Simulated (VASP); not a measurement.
Given:

```xyz
2
Lattice="3.0692 0.0000 0.0000 0.0000 3.0692 0.0000 0.0000 0.0000 3.0692" Properties=species:S:1:pos:R:3 pbc="T T T"
Zn     1.5346     1.5346     1.5346
Cu     0.0000     0.0000     0.0000
```

The numbers are results of vdW-DF2, VASP's PBE PAW potentials (set 64) (plane waves; VASP 6.6.1), not measurements. Run with 520 eV cut-off, Gaussian smearing of 0.050 eV, potentials Zn Cu.

Q: What does the run give for the band gap (along the path) with the smallest direct gap where there is one?

A: 
```yaml
band gap (along the path): none (metal, semimetal or under 0.01 eV)
```

Total energies compare only between runs with the same potentials, cut-off and functional.

The compound is CuZn in the CsCl type structure. It was relaxed first, which changed the volume by +13 %. The electron count is odd and the run is not spin-polarised, which forces a metal.
